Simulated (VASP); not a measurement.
Here is the system:

```yaml
crystal:
  lattice:
    - [1.57940, -2.73561, 0.00000]
    - [1.57940, 2.73561, 0.00000]
    - [0.00000, 0.00000, 5.14573]
  atoms:
    - { symbol: Ga, position: [0.66667, 0.33333, 0.50020] }
    - { symbol: Ga, position: [0.33333, 0.66667, 0.00020] }
    - { symbol: N, position: [0.66667, 0.33333, 0.87680] }
    - { symbol: N, position: [0.33333, 0.66667, 0.37680] }
```

Method: LDA (Ceperley-Alder, Perdew-Zunger), VASP's LDA PAW potentials (set 64) (plane waves; VASP). Numerical set-up: 520 eV cut-off, Gaussian smearing of 0.050 eV, potentials Ga_d N.

Task: Give the energies of bands 13 to 21 at the high-symmetry points, in eV from the valence-band maximum.

Result: 
```tsv
band	Γ	M	K	A	L	H
13	-7.32	-6.65	-5.53	-3.90	-6.82	-6.36
14	-1.08	-5.44	-5.49	-3.90	-6.82	-6.36
15	-1.08	-4.38	-5.49	-0.55	-2.03	-4.39
16	-0.05	-2.87	-3.11	-0.55	-2.03	-4.39
17	0.00	-2.32	-3.11	-0.55	-1.97	-1.55
18	0.00	-1.04	-2.85	-0.55	-1.97	-1.55
19	2.11	4.98	4.99	4.37	4.37	6.46
20	4.34	5.63	7.91	4.37	4.37	6.46
21	9.19	5.98	7.91	8.44	7.78	7.24
```

The gap is direct, 2.11 eV, from the valence maximum at Γ to the conduction minimum at Γ.

Measured: gap 3.68 eV (computed value off by -1.57 eV), as given by Wei Chen et al., Physical Review Materials (2018), doi:10.1103/physrevmaterials.2.073803 [zero-point renormalisation of 0.17 eV added back (the table's ZPR column)].

The compound is GaN in the wurtzite structure. It was relaxed first.
